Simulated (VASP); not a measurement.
```xyz
2
Lattice="0.0000 2.9275 2.9275 2.9275 0.0000 2.9275 2.9275 2.9275 0.0000" Properties=species:S:1:pos:R:3 pbc="T T T"
Ag     5.8550     2.9275     2.9275
Br     2.9275     2.9275     2.9275
```

Calculation: optB88-vdW, VASP's PBE PAW potentials (set 64) (plane waves; VASP). Numerical set-up: 520 eV cut-off, 8×8×8 Γ-centred mesh, Gaussian smearing of 0.050 eV, potentials Ag Br.

### Question
Predict the energy per atom (σ→0), pressure, band gap (on the k-mesh) with the smallest direct gap where there is one.

### Answer

```yaml
band gap (on the k-mesh): 0.65 eV
smallest direct gap (on the k-mesh): 2.33 eV
energy per atom (σ→0): -0.125 eV/atom
pressure: -1.26 GPa
```

The absolute energy has meaning only against runs of the same code, potentials and settings.

The compound is AgBr in the rock salt structure. This cell is one point of a volume scan, at 1.03 of the reference volume.
